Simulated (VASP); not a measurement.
Calculation: TPSS meta-GGA, VASP's PBE PAW potentials (set 64) (plane waves; VASP).

VASP ran on this input.

**POSCAR**
```
Al
1
    0.0000000000     2.0031602934     2.0031602934
    2.0031602934     0.0000000000     2.0031602934
    2.0031602934     2.0031602934     0.0000000000
Al
1
Direct
  0.0000000000   0.0000000000   0.0000000000
```

File KPOINTS:
```
Automatic mesh
0
Gamma
16 16 16
0 0 0
```

**INCAR**
```
ALGO  =  Normal
EDIFF  =  1E-7
ENCUT  =  520
ISIF  =  2
ISMEAR  =  1
LASPH  =  T
LCHARG  =  F
LMIXTAU  =  T
LREAL  =  F
LWAVE  =  F
METAGGA  =  TPSS
NELM  =  100
PREC  =  Accurate
SIGMA  =  0.1
SYSTEM  =  Al
```

POTCAR, in this order: Al (PBE.64 set). Program: vasp_std.

Output

### OSZICAR
```
       N       E                     dE             d eps       ncg     rms          rms(c)
DAV:   1     0.154015308991E+02    0.15402E+02   -0.15481E+03  2030   0.808E+02
DAV:   2     0.615245268146E+01   -0.92491E+01   -0.85357E+01  2855   0.149E+02
DAV:   3     0.574351015771E+01   -0.40894E+00   -0.38092E+00  2820   0.336E+01
DAV:   4     0.572587391557E+01   -0.17636E-01   -0.17659E-01  2890   0.766E+00
DAV:   5     0.572490850660E+01   -0.96541E-03   -0.96523E-03  2890   0.185E+00    0.188E+00
DAV:   6    -0.794141961006E+01   -0.13666E+02   -0.26640E+01  1460   0.536E+01    0.176E+00
DAV:   7    -0.794490744301E+01   -0.34878E-02   -0.48692E-02  2225   0.229E+00    0.270E+00
DAV:   8    -0.789727294428E+01    0.47634E-01   -0.26320E-02  1605   0.285E+00    0.332E+00
DAV:   9    -0.768997975872E+01    0.20729E+00   -0.38954E-01  1480   0.988E+00    0.202E+01
DAV:  10    -0.791674936726E+01   -0.22677E+00   -0.29526E-01  1470   0.889E+00    0.324E+01
DAV:  11    -0.792440347544E+01   -0.76541E-02   -0.37000E-02  1590   0.250E+00    0.164E+01
DAV:  12    -0.792030166827E+01    0.41018E-02   -0.28840E-02  1565   0.188E+00    0.465E+00
DAV:  13    -0.792404385758E+01   -0.37422E-02   -0.17021E-03  1845   0.502E-01    0.848E-01
DAV:  14    -0.792357664516E+01    0.46721E-03   -0.37121E-04  1600   0.221E-01    0.508E-01
DAV:  15    -0.792410650672E+01   -0.52986E-03   -0.51840E-04  1460   0.341E-01    0.660E-01
DAV:  16    -0.792397844126E+01    0.12807E-03   -0.39661E-04  1450   0.301E-01    0.619E-02
DAV:  17    -0.792455593966E+01   -0.57750E-03   -0.16918E-04  1460   0.195E-01    0.161E-01
DAV:  18    -0.792458552387E+01   -0.29584E-04   -0.29489E-05  1550   0.760E-02    0.847E-02
DAV:  19    -0.792459735226E+01   -0.11828E-04   -0.19875E-06  1705   0.180E-02    0.286E-02
DAV:  20    -0.792461960439E+01   -0.22252E-04   -0.47574E-06  1480   0.313E-02    0.243E-03
DAV:  21    -0.792461978574E+01   -0.18136E-06   -0.48703E-08  1290   0.294E-03    0.397E-04
DAV:  22    -0.792461977768E+01    0.80629E-08   -0.57569E-09   790   0.116E-03
   1 F= -.79246198E+01 E0= -.79247282E+01  d E =0.325213E-03
```

OUTCAR:
```
------------------------ aborting loop because EDIFF is reached ----------------------------------------
  FORCE on cell =-STRESS in cart. coord.  units (eV):
  Direction    XX          YY          ZZ          XY          YZ          ZX
  --------------------------------------------------------------------------------------
  Total        0.0294529      0.0294529      0.0294529     -0.0000000      0.0000000     -0.0000000
  in kB        2.9353601      2.9353601      2.9353601     -0.0000000      0.0000000     -0.0000000
  external PRESSURE =       2.9353601 kB  Pullay stress =       0.0000000 kB
  volume of cell :       16.08
      direct lattice vectors                 reciprocal lattice vectors
     0.000000000  2.003160293  2.003160293    -0.249605587  0.249605587  0.249605587
     2.003160293  0.000000000  2.003160293     0.249605587 -0.249605587  0.249605587
     2.003160293  2.003160293  0.000000000     0.249605587  0.249605587 -0.249605587
 POSITION                                       TOTAL-FORCE (eV/Angst)
 -----------------------------------------------------------------------------------
      0.00000      0.00000      0.00000         0.000000      0.000000      0.000000
 -----------------------------------------------------------------------------------
    total drift:                                0.000000     -0.000000     -0.000000
  FREE ENERGIE OF THE ION-ELECTRON SYSTEM (eV)
  ---------------------------------------------------
  free  energy   TOTEN  =        -7.9246197777 eV

  energy  without entropy=       -7.9249449908  energy(sigma->0) =       -7.92472818
```
(Selected blocks of OUTCAR.)

### OUTCAR
```
 val. band max:        8.2645104732   @ k =  -0.2500   0.3125   0.1250

 cond. band min:       8.3515895484   @ k =  -0.2500   0.5000   0.2500


 Fermi energy:         8.2999649677

 k-point     1 :       0.0000    0.0000    0.0000
  band No.  band energies     occupation
      1      -3.0561      2.00000
      2      21.0231      0.00000
      3      21.0231      0.00000
      4      21.0231      0.00000
      5      22.8788      0.00000

 k-point     2 :       0.0625    0.0000    0.0000
  band No.  band energies     occupation
      1      -2.9479      2.00000
      2      19.2758      0.00000
      3      20.6994      0.00000
      4      20.6994      0.00000
      5      23.3781      0.00000

 k-point     3 :       0.1250    0.0000    0.0000
  band No.  band energies     occupation
      1      -2.6238      2.00000
      2      16.7274      0.00000
      3      20.1630      0.00000
      4      20.1630      0.00000
      5      23.3127      0.00000

 k-point     4 :       0.1875    0.0000    0.0000
  band No.  band energies     occupation
      1      -2.0853      2.00000
      2      14.1931      0.00000
      3      19.7125      0.00000
      4      19.7125      0.00000
      5      23.0776      0.00000

 k-point     5 :       0.2500    0.0000    0.0000
  band No.  band energies     occupation
      1      -1.3349      2.00000
      2      11.7736      0.00000
      3      19.4123      0.00000
      4      19.4123      0.00000
      5      22.8883      0.00000

 k-point     6 :       0.3125    0.0000    0.0000
  band No.  band energies     occupation
      1      -0.3762      2.00000
      2       9.5027     -0.00000
      3      19.2799      0.00000
      4      19.2799      0.00000
      5      22.2453      0.00000

 k-point     7 :       0.3750    0.0000    0.0000
  band No.  band energies     occupation
      1       0.7865      2.00000
      2       7.3975      2.00000
      3      19.3208      0.00000
...
```

The compound is Al in the fcc structure. It was relaxed first.
